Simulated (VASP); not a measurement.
```
CdS
1.0
    2.07000    -3.58534     0.00000
    2.07000     3.58534     0.00000
    0.00000     0.00000     6.72000
Cd S
2 2
Direct
  0.66667   0.33333   0.50000
  0.33333   0.66667   0.00000
  0.66667   0.33333   0.87700
  0.33333   0.66667   0.37700
```

Level of theory: PBE GGA, VASP's PBE PAW potentials (set 64) (plane waves; VASP). Settings: 800 eV cut-off, 7×7×4 Γ-centred mesh, Gaussian smearing of 0.050 eV, potentials Cd S.

### Question
Estimate the energy per atom (σ→0), pressure.

### Answer

| Item | Result |
|---|---|
| energy per atom (σ→0) | -3.064 eV/atom |
| pressure | 2.90 GPa |

Only differences to runs with the same potentials and settings are physical.

The compound is CdS in the wurtzite structure. The cell was not relaxed at this level. The run is one of a series of settings (ENCUT = 800 against the base run), some of them coarse on purpose.
